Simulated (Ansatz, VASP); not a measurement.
# Cd2Os2O7: VASP beside Ansatz, part 2 of 3

Aim: how closely do two programs agree when they are given the same cell, functional and k mesh? Of the first pair: The two relaxations start from unlike cells of this crystal (the structure described is Ansatz's start), so only their ends are compared.

VASP 6.6.1 and Ansatz 0.2.0.

So far: The starting structure; VASP: relaxation of cell and atoms, PBEsol, pair 1.

### Step 3. Ansatz: relaxation of cell and atoms, PBEsol, pair 1

Level of this step: Ansatz beside VASP: Kohn-Sham DFT, plane waves, PBEsol (Ansatz).

Ansatz runs on its default PAW (the set named soft_2) files.

Its own start cell and the same functional, mesh and smearing now go to Ansatz, which takes its cutoff from its data sets.

input.yaml

```yaml
crystal:
  lattice:
    - [0.0, 5.154418, 5.154418]
    - [5.154418, 0.0, 5.154418]
    - [5.154418, 5.154418, 0.0]
  atoms:
    - { symbol: Cd, position: [0.625, 0.625, 0.625] }
    - { symbol: Cd, position: [0.125, 0.625, 0.625] }
    - { symbol: Cd, position: [0.625, 0.125, 0.625] }
    - { symbol: Cd, position: [0.625, 0.625, 0.125] }
    - { symbol: Os, position: [0.125, 0.125, 0.125] }
    - { symbol: Os, position: [0.625, 0.125, 0.125] }
    - { symbol: Os, position: [0.125, 0.625, 0.125] }
    - { symbol: Os, position: [0.125, 0.125, 0.625] }
    - { symbol: O, position: [0.75, 0.75, 0.75] }
    - { symbol: O, position: [0.5, 0.5, 0.5] }
    - { symbol: O, position: [0.05764, 0.44236, 0.05764] }
    - { symbol: O, position: [0.80764, 0.19236, 0.80764] }
    - { symbol: O, position: [0.05764, 0.05764, 0.44236] }
    - { symbol: O, position: [0.44236, 0.05764, 0.05764] }
    - { symbol: O, position: [0.05764, 0.44236, 0.44236] }
    - { symbol: O, position: [0.44236, 0.44236, 0.05764] }
    - { symbol: O, position: [0.44236, 0.05764, 0.44236] }
    - { symbol: O, position: [0.19236, 0.80764, 0.80764] }
    - { symbol: O, position: [0.80764, 0.19236, 0.19236] }
    - { symbol: O, position: [0.19236, 0.80764, 0.19236] }
    - { symbol: O, position: [0.80764, 0.80764, 0.19236] }
    - { symbol: O, position: [0.19236, 0.19236, 0.80764] }
kpoints:
  mp_grid: { grid: [4, 4, 4] }
hamiltonian:
  xc: pbesol
scf:
  occupations: { method: gaussian, width: 0.1 }
output:
  forces: true
  stress: true
  eigenvalues: true
relax:
  adjacent_minimum: "off"
  f_tol: 0.05
  max_steps: 80
  cell: { stress_tol: 0.5 }
```

Command:

```console
> ansatz run input.yaml --threads 16 --pin off --max-ram 61440MiB --backend cuda --events-out ev --progress --plain --runs-dir out --max-vram 78GiB
```

Numbers of over 12 decimals in the logs are rounded to 6 here.

The log of the run:

```text
The last accepted step is kept in <dir> (removed where the run ends without a failure and the disk answers)
Engine: ansatz 0.2.0, aarch64-unknown-linux-gnu
Pseudopotentials: kind: paw
Pseudopotential: Cd, paw, valence charge 20, recommended cutoff 420 eV (normal), Cd.paw.azcp
Pseudopotential: Os, paw, valence charge 16, recommended cutoff 420 eV (normal), Os.paw.azcp
Pseudopotential: O, paw, valence charge 6, recommended cutoff 420 eV (normal), O.paw.azcp
Functional definition: PBEsol
  exchange = pbesol_x
  correlation = pbesol_c
device memory: the entry about to start is reckoned to put 15.5 GiB on a device that reports 140.2 GiB free (of which the cap on the GPU budget leaves the run 78.0 GiB)
GPU FFT provider: cuFFT
GPU libraries: cuBLAS 13.8.1, cuFFT 12.4.0, cuSOLVER 12.3.2
[...]
Basis set: ecut = 420 eV, 5329 PW (Γ), exchange–correlation on 100×100×100 points (8 copies of the dense FFT grid, shifted against one another)
[...]
k-points: 8 of 64
[...]
- { symbol: O, position: [0.443025, 0.443025, 0.056975] }
    - { symbol: O, position: [0.443025, 0.056975, 0.443025] }
    - { symbol: O, position: [0.193025, 0.806975, 0.806975] }
    - { symbol: O, position: [0.806975, 0.193025, 0.193025] }
    - { symbol: O, position: [0.193025, 0.806975, 0.193025] }
    - { symbol: O, position: [0.806975, 0.806975, 0.193025] }
    - { symbol: O, position: [0.193025, 0.193025, 0.806975] }
```

### Step 4. Comparison

Known differences besides the potentials themselves: the data sets hold 228 valence electrons in Ansatz (on its default PAW (the set named soft_2) files) and 164 in VASP; the cutoff is 420 eV in Ansatz and 600 eV in VASP; Ansatz makes its cores anew for this functional, VASP keeps those of its PBE data sets. Total energies have different zeros and are not compared.

Both answers:

```csv
quantity,Ansatz,VASP,difference
volume (Å³),261.89,263.95,-0.78 %
"edge a after relaxation, in the typed setting (Å)",7.181,7.200,-0.26 %
```

### Step 5. VASP: relaxation of cell and atoms, PBEsol, pair 2

The relaxed volume is the usual yardstick between codes: in a stiff, nearly cubic crystal its relative difference is about their pressure difference at one cell divided by the bulk modulus. Its start cell is another than that of the pair before, and may be another structure of the material.

INCAR

```
SYSTEM = Cd2Os2O7
PREC = Accurate
ENCUT = 600
EDIFF = 1E-07
NELM = 120
ISMEAR = 1
SIGMA = 0.2
LREAL = .FALSE.
ALGO = Normal
GGA = PS
NBANDS = 104
LASPH = .TRUE.
LORBIT = 11
LWAVE = .FALSE.
LCHARG = .FALSE.
ISIF = 3
IBRION = 2
NSW = 80
EDIFFG = -0.005
GGA_COMPAT = .FALSE.
NELMIN = 4
KPAR = 4
```

POSCAR

```
Cd2Os2O7
1.0
    0.0000000000      5.0755177919      5.0755177919
    5.0755177919      0.0000000000      5.0755177919
    5.0755177919      5.0755177919      0.0000000000
Cd Os O
4 4 14
Direct
    0.6250000000      0.6250000000      0.6250000000
    0.1250000000      0.6250000000      0.6250000000
    0.6250000000      0.1250000000      0.6250000000
    0.6250000000      0.6250000000      0.1250000000
    0.1250000000      0.1250000000      0.1250000000
    0.6250000000      0.1250000000      0.1250000000
    0.1250000000      0.6250000000      0.1250000000
    0.1250000000      0.1250000000      0.6250000000
    0.7500000000      0.7500000000      0.7500000000
    0.5000000000      0.5000000000      0.5000000000
    0.0571997711      0.4428002289      0.0571997711
    0.8071997711      0.1928002289      0.8071997711
    0.0571997711      0.0571997711      0.4428002289
    0.4428002289      0.0571997711      0.0571997711
    0.0571997711      0.4428002289      0.4428002289
    0.4428002289      0.4428002289      0.0571997711
    0.4428002289      0.0571997711      0.4428002289
    0.1928002289      0.8071997711      0.8071997711
    0.8071997711      0.1928002289      0.1928002289
    0.1928002289      0.8071997711      0.1928002289
    0.8071997711      0.8071997711      0.1928002289
    0.1928002289      0.1928002289      0.8071997711
```

KPOINTS

```
Automatic mesh
0
Gamma
8 8 8
0 0 0
```

The projector-augmented-wave data sets are Cd, Os and O (PBE family, release 64).

Command:

```console
> mpirun -np 4 vasp_std
```

The log of the run:

```text
[banner, memory and clock lines left out]
running    4 mpi-ranks, on    1 nodes
[...]
[... a notice as in an earlier step ...]

 [... a notice as in an earlier step ...]

 LDA part: xc-table for (Slater+PW92), standard interpolation
 POSCAR, INCAR and KPOINTS ok, starting setup
[...]
entering main loop
       N       E                     dE             d eps       ncg     rms          rms(c)
DAV:   1     0.163641599523E+04    0.16364E+04   -0.94148E+04  6032   0.177E+03
DAV:   2    -0.392244409577E+00   -0.16368E+04   -0.15533E+04  6256   0.488E+02
DAV:   3    -0.173833819116E+03   -0.17344E+03   -0.16862E+03  7312   0.154E+02
DAV:   4    -0.178702769950E+03   -0.48690E+01   -0.47996E+01  7056   0.286E+01
[...]
DAV:  16    -0.149729028784E+03   -0.25860E-06   -0.81078E-07  7224   0.441E-03    0.383E-03
DAV:  17    -0.149729028669E+03    0.11446E-06   -0.11402E-07  3904   0.146E-03    0.936E-04
DAV:  18    -0.149729028639E+03    0.30193E-07   -0.15677E-08  3712   0.547E-04
   1 F= -.14972903E+03 E0= -.14972588E+03  d E =-.149729E+03
[... from here on, the cycles between the ionic steps are left out ...]
   2 F= -.14968625E+03 E0= -.14968405E+03  d E =0.427738E-01
   3 F= -.14975749E+03 E0= -.14975468E+03  d E =-.284565E-01
   4 F= -.14975748E+03 E0= -.14975467E+03  d E =-.284522E-01
   5 F= -.14975826E+03 E0= -.14975553E+03  d E =-.780362E-03
   6 F= -.14975853E+03 E0= -.14975595E+03  d E =-.105334E-02
   7 F= -.14975860E+03 E0= -.14975597E+03  d E =-.111657E-02
[...]
reached required accuracy - stopping structural energy minimisation
```

Parts of OUTCAR (step 5):

```text
  Total        0.0666628      0.0666628      0.0666628      0.0000000      0.0000000     -0.0000000
  in kB        0.4045788      0.4045788      0.4045788      0.0000000      0.0000000     -0.0000000
  external PRESSURE =       0.4045788 kB  Pullay stress =       0.0000000 kB

 POSITION                                       TOTAL-FORCE (eV/Angst)
 -----------------------------------------------------------------------------------
      6.36449      6.36449      6.36449         0.000000      0.000000      0.000000
      6.36449      3.81869      3.81869         0.000000      0.000000      0.000000
      3.81869      6.36449      3.81869         0.000000      0.000000      0.000000
      3.81869      3.81869      6.36449         0.000000      0.000000      0.000000
      1.27290      1.27290      1.27290         0.000000      0.000000      0.000000
      1.27290      3.81869      3.81869         0.000000      0.000000      0.000000
      3.81869      1.27290      3.81869         0.000000      0.000000      0.000000
      3.81869      3.81869      1.27290         0.000000      0.000000      0.000000
      7.63739      7.63739      7.63739         0.000000      0.000000      0.000000
      5.09159      5.09159      5.09159         0.000000      0.000000      0.000000
      2.54580      0.57501      2.54580         0.000000     -0.001956      0.000000
      5.09159      8.21239      5.09159         0.000000     -0.001956      0.000000
      2.54580      2.54580      0.57501         0.000000      0.000000     -0.001956
      0.57501      2.54580      2.54580        -0.001956      0.000000      0.000000
[...]
-----------------------------------------------------------------------------------
    total drift:                               -0.000000     -0.000000      0.000000

  FREE ENERGIE OF THE ION-ELECTRON SYSTEM (eV)
  ---------------------------------------------------
  free  energy   TOTEN  =      -149.7585974430 eV

  energy  without entropy=     -149.7507171359  energy(sigma->0) =     -149.75597067

[... 1 part as in an earlier step ...]

[... 3 further parts left out ...]
[key lines of the parts left out:]
E-fermi :   3.7591
```

### Step 6. Ansatz: relaxation of cell and atoms, PBEsol, pair 2

The same cell, functional, mesh and smearing now go to Ansatz, which takes its cutoff from its data sets.

The cell is taken from a series of runs on this material, whose earlier steps may have relaxed, scaled, displaced or heated it; both programs get it as it stands.

input.yaml

```yaml
crystal:
  lattice:
    - [0.0, 5.0755177919, 5.0755177919]
    - [5.0755177919, 0.0, 5.0755177919]
    - [5.0755177919, 5.0755177919, 0.0]
  atoms:
    - { symbol: Cd, position: [0.625, 0.625, 0.625] }
    - { symbol: Cd, position: [0.125, 0.625, 0.625] }
    - { symbol: Cd, position: [0.625, 0.125, 0.625] }
    - { symbol: Cd, position: [0.625, 0.625, 0.125] }
    - { symbol: Os, position: [0.125, 0.125, 0.125] }
    - { symbol: Os, position: [0.625, 0.125, 0.125] }
    - { symbol: Os, position: [0.125, 0.625, 0.125] }
    - { symbol: Os, position: [0.125, 0.125, 0.625] }
    - { symbol: O, position: [0.75, 0.75, 0.75] }
    - { symbol: O, position: [0.5, 0.5, 0.5] }
    - { symbol: O, position: [0.0571997711, 0.4428002289, 0.0571997711] }
    - { symbol: O, position: [0.8071997711, 0.1928002289, 0.8071997711] }
    - { symbol: O, position: [0.0571997711, 0.0571997711, 0.4428002289] }
    - { symbol: O, position: [0.4428002289, 0.0571997711, 0.0571997711] }
    - { symbol: O, position: [0.0571997711, 0.4428002289, 0.4428002289] }
    - { symbol: O, position: [0.4428002289, 0.4428002289, 0.0571997711] }
    - { symbol: O, position: [0.4428002289, 0.0571997711, 0.4428002289] }
    - { symbol: O, position: [0.1928002289, 0.8071997711, 0.8071997711] }
    - { symbol: O, position: [0.8071997711, 0.1928002289, 0.1928002289] }
    - { symbol: O, position: [0.1928002289, 0.8071997711, 0.1928002289] }
    - { symbol: O, position: [0.8071997711, 0.8071997711, 0.1928002289] }
    - { symbol: O, position: [0.1928002289, 0.1928002289, 0.8071997711] }
kpoints:
  mp_grid: { grid: [8, 8, 8] }
hamiltonian:
  xc: pbesol
scf:
  occupations: { method: methfessel_paxton, width: 0.2 }
output:
  forces: true
  stress: true
  eigenvalues: true
relax:
  adjacent_minimum: "off"
  f_tol: 0.001
  max_steps: 60
  cell: { stress_tol: 0.01 }
```

Command:

```console
> ansatz run input.yaml --threads 16 --pin off --max-ram 61440MiB --backend cuda --events-out ev --progress --plain --runs-dir out --max-vram 78GiB
```

The log of the run:

```text
[...]
concurrent solve slots: 15 of 16 are kept, ahead of what memory takes: no pass of the eigensolver takes more rounds on 15
[...]
GPU FFT provider: cuFFT
GPU libraries: cuBLAS 13.8.1, cuFFT 12.4.0, cuSOLVER 12.3.2
[...]
Basis set: ecut = 420 eV, 5029 PW (Γ), exchange–correlation on 96×96×96 points (8 copies of the dense FFT grid, shifted against one another)
[...]
k-points: 29 of 512
[...]
- { symbol: O, position: [0.442771, 0.442771, 0.057229] }
    - { symbol: O, position: [0.442771, 0.057229, 0.442771] }
    - { symbol: O, position: [0.192771, 0.807229, 0.807229] }
    - { symbol: O, position: [0.807229, 0.192771, 0.192771] }
    - { symbol: O, position: [0.192771, 0.807229, 0.192771] }
    - { symbol: O, position: [0.807229, 0.807229, 0.192771] }
    - { symbol: O, position: [0.192771, 0.192771, 0.807229] }
```

### Step 7. Side by side

What differs besides the data sets and the points named for the pairs above, as far as they apply: the data sets hold 228 valence electrons in Ansatz (on its default PAW (the set named soft_2) files) and 164 in VASP. Total energies have different zeros and are not compared.

Both answers:

```csv
quantity,Ansatz,VASP,difference
volume (Å³),261.49,263.99,-0.95 %
"edge a after relaxation, in the typed setting (Å)",7.178,7.201,-0.32 %
```

[end of part 2 of 3]

[Lines on the potential files, build, host, timing and source positions are cut from VASP's logs without a mark.]

[Logs are printed without paths, hosts, clocks, repeated set-up lines and the standing remarks that a program may print on its own settings, such as how far it seeks lower states.]

[Hosts, paths, dates, database ids (printed as entryN), source tags and the programs' standing remarks are cut or masked in the printed files.]
